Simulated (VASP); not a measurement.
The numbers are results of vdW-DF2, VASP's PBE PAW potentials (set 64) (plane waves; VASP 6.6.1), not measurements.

The input files of a VASP run:

### INCAR
```
IBRION  =  2
GGA  =  ML
NSW  =  60   ! most ionic steps
LASPH  =  .TRUE.
ALGO  =  Normal
EDIFFG  =  -0.01   ! ionic stop
ISIF  =  3   ! ions, shape and volume
NELM  =  100
LMAXMIX  =  4   ! l cut-off of mixed one-centre charges
LUSE_VDW  =  .TRUE.
AGGAC  =  0.0
ENCUT  =  520
ZAB_VDW  =  -1.8867
EDIFF  =  1E-6   ! SCF stop (eV)
PREC  =  Accurate
LCHARG  =  .FALSE.
ISMEAR  =  0   ! Gaussian
SYSTEM  =  ZnSe
LREAL  =  .FALSE.
SIGMA  =  0.05   ! width (eV)
LWAVE  =  .FALSE.
```

KPOINTS:
```
Automatic mesh
0
Gamma
7 7 7
0 0 0
```

File POSCAR:
```
ZnSe
1
    0.0000000000     2.8350000000     2.8350000000
    2.8350000000     0.0000000000     2.8350000000
    2.8350000000     2.8350000000     0.0000000000
Zn Se
1 1
Direct
  0.0000000000   0.0000000000   0.0000000000
  0.2500000000   0.2500000000   0.2500000000
```

POTCAR, in this order: Zn Se (PBE.64 set). Program: vasp_std.

Output

### OSZICAR
```
       N       E                     dE             d eps       ncg     rms          rms(c)
DAV:   1     0.888623711020E+02    0.88862E+02   -0.91097E+03   520   0.157E+03
DAV:   2     0.445722773930E+01   -0.84405E+02   -0.80649E+02   555   0.270E+02
DAV:   3    -0.966059077330E+00   -0.54233E+01   -0.53976E+01   650   0.705E+01
DAV:   4    -0.101689693377E+01   -0.50838E-01   -0.50828E-01   565   0.723E+00
DAV:   5    -0.101719598615E+01   -0.29905E-03   -0.29905E-03   620   0.518E-01    0.457E+00
DAV:   6    -0.673445861059E+00    0.34375E+00   -0.82952E-01   774   0.285E+01    0.335E+00
DAV:   7    -0.654933228572E+00    0.18513E-01   -0.22296E-01   550   0.469E+00    0.144E+00
DAV:   8    -0.654868199246E+00    0.65029E-04   -0.54328E-03   590   0.747E-01    0.521E-01
DAV:   9    -0.655041813443E+00   -0.17361E-03   -0.16165E-03   550   0.434E-01    0.714E-02
DAV:  10    -0.655074980703E+00   -0.33167E-04   -0.73076E-05   605   0.112E-01    0.210E-02
DAV:  11    -0.655080999573E+00   -0.60189E-05   -0.18686E-05   585   0.665E-02    0.318E-03
DAV:  12    -0.655080856918E+00    0.14266E-06   -0.77959E-07   365   0.159E-02
   1 F= -.65508086E+00 E0= -.65508086E+00  d E =-.655081E+00
       N       E                     dE             d eps       ncg     rms          rms(c)
DAV:   1    -0.429744593339E+01   -0.36424E+01   -0.55050E+01   615   0.169E+02    0.130E+01
DAV:   2    -0.132517958317E+01    0.29723E+01   -0.76135E+00   610   0.643E+01    0.523E+00
DAV:   3    -0.862903562057E+00    0.46228E+00   -0.80407E-01   633   0.145E+01    0.257E+00
DAV:   4    -0.774917904598E+00    0.87986E-01   -0.13737E-01   525   0.550E+00    0.656E-01
DAV:   5    -0.765610852411E+00    0.93071E-02   -0.37722E-02   610   0.517E+00    0.305E-01
DAV:   6    -0.763664310804E+00    0.19465E-02   -0.11791E-02   630   0.266E+00    0.542E-02
DAV:   7    -0.763701576430E+00   -0.37266E-04   -0.42672E-04   525   0.204E-01    0.286E-02
DAV:   8    -0.763703958628E+00   -0.23822E-05   -0.83682E-06   802   0.554E-02    0.537E-03
DAV:   9    -0.763703078384E+00    0.88024E-06   -0.32372E-06   450   0.316E-02
   2 F= -.76370308E+00 E0= -.76370308E+00  d E =-.108622E+00
       N       E                     dE             d eps       ncg     rms          rms(c)
DAV:   1    -0.910504368496E+00   -0.14680E+00   -0.19010E+00   630   0.253E+01    0.263E+00
DAV:   2    -0.786957593189E+00    0.12355E+00   -0.51177E-01   615   0.195E+01    0.903E-01
DAV:   3    -0.772811971028E+00    0.14146E-01   -0.17889E-02   571   0.162E+00    0.436E-01
DAV:   4    -0.769254241337E+00    0.35577E-02   -0.20815E-03   615   0.634E-01    0.176E-01
DAV:   5    -0.768638479047E+00    0.61576E-03   -0.62055E-04   742   0.433E-01    0.161E-02
DAV:   6    -0.768646116255E+00   -0.76372E-05   -0.14219E-04   540   0.177E-01    0.170E-02
DAV:   7    -0.768646193449E+00   -0.77193E-07   -0.13429E-05   620   0.656E-02    0.699E-03
DAV:   8    -0.768645820578E+00    0.37287E-06   -0.32598E-06   445   0.332E-02
   3 F= -.76864582E+00 E0= -.76864582E+00  d E =-.113565E+00
       N       E                     dE             d eps       ncg     rms          rms(c)
DAV:   1    -0.769631220745E+00   -0.98503E-03   -0.13541E-02   625   0.223E+00    0.218E-01
DAV:   2    -0.768780566800E+00    0.85065E-03   -0.31773E-03   615   0.135E+00    0.774E-02
DAV:   3    -0.768674216172E+00    0.10635E-03   -0.10736E-04   555   0.860E-02    0.370E-02
DAV:   4    -0.768647019890E+00    0.27196E-04   -0.10130E-05   610   0.395E-02    0.141E-02
DAV:   5    -0.768641860528E+00    0.51594E-05   -0.31780E-06   482   0.318E-02    0.138E-03
DAV:   6    -0.768641922156E+00   -0.61628E-07   -0.10789E-06   270   0.152E-02
   4 F= -.76864192E+00 E0= -.76864192E+00  d E =-.113561E+00
```

### OUTCAR
```
------------------------ aborting loop because EDIFF is reached ----------------------------------------
  FORCE on cell =-STRESS in cart. coord.  units (eV):
  Direction    XX          YY          ZZ          XY          YZ          ZX
  --------------------------------------------------------------------------------------
  Total       -0.0102217     -0.0102217     -0.0102217      0.0000000      0.0000000      0.0000000
  in kB       -0.3190948     -0.3190948     -0.3190948      0.0000000      0.0000000      0.0000000
  external PRESSURE =      -0.3190948 kB  Pullay stress =       0.0000000 kB
  volume of cell :       51.32
      direct lattice vectors                 reciprocal lattice vectors
     0.000000000  2.949591523  2.949591523    -0.169514998  0.169514998  0.169514998
     2.949591523  0.000000000  2.949591523     0.169514998 -0.169514998  0.169514998
     2.949591523  2.949591523  0.000000000     0.169514998  0.169514998 -0.169514998
  FREE ENERGIE OF THE ION-ELECTRON SYSTEM (eV)
  ---------------------------------------------------
  free  energy   TOTEN  =        -0.7686419222 eV

  energy  without entropy=       -0.7686419222  energy(sigma->0) =       -0.76864192

 reached required accuracy - stopping structural energy minimisation
```
(Selected blocks of OUTCAR.)

### CONTCAR
```
ZnSe
   1.00000000000000
     0.0000000000000000    2.9495915225864788    2.9495915225864788
     2.9495915225864788    0.0000000000000000    2.9495915225864788
     2.9495915225864788    2.9495915225864788    0.0000000000000000
  Zn              Se
     1     1
Direct
     1.0000000000000000    0.0000000000000000    0.0000000000000000
     0.2500000000000000    0.2500000000000000    0.2500000000000000
```

**OUTCAR**
```
 val. band max:        0.6653289839   @ k =   0.0000   0.0000   0.0000

 cond. band min:       1.2280109643   @ k =   0.0000   0.0000   0.0000


 Fermi energy:         0.9396750113

 k-point     1 :       0.0000    0.0000    0.0000
  band No.  band energies     occupation
      1     -11.9928      2.00000
      2      -5.7139      2.00000
      3      -5.7139      2.00000
      4      -5.7139      2.00000
      5      -5.4619      2.00000
      6      -5.4619      2.00000
      7       0.6653      2.00000
      8       0.6653      2.00000
      9       0.6653      2.00000
     10       1.2280      0.00000
     11       6.4805      0.00000
     12       6.4805      0.00000
     13       6.4805      0.00000

 k-point     2 :       0.1429    0.0000    0.0000
  band No.  band energies     occupation
      1     -11.8933      2.00000
      2      -5.6996      2.00000
      3      -5.6995      2.00000
      4      -5.6959      2.00000
      5      -5.4628      2.00000
      6      -5.4628      2.00000
      7      -0.8826      2.00000
      8       0.5135      2.00000
      9       0.5135      2.00000
     10       2.4580      0.00000
     11       6.3189      0.00000
     12       6.7444      0.00000
     13       6.7444      0.00000

 k-point     3 :       0.2857    0.0000    0.0000
  band No.  band energies     occupation
      1     -11.6531      2.00000
      2      -5.6710      2.00000
      3      -5.6710      2.00000
      4      -5.6047      2.00000
      5      -5.4600      2.00000
      6      -5.4600      2.00000
      7      -2.5363      2.00000
      8       0.2119      2.00000
      9       0.2119      2.00000
     10       2.9271      0.00000
     11       7.0733      0.00000
     12       7.0733      0.00000
     13       7.1550      0.00000

 k-point     4 :       0.4286    0.0000    0.0000
  band No.  band energies     occupation
      1     -11.4403      2.00000
      2      -5.6534      2.00000
      3      -5.6534      2.00000
...
```

Energy and stress use the plane-wave basis of the starting cell.

The compound is ZnSe in the zinc blende structure. This run relaxes it. Symmetry was kept, so distortions that lower it aren't found.
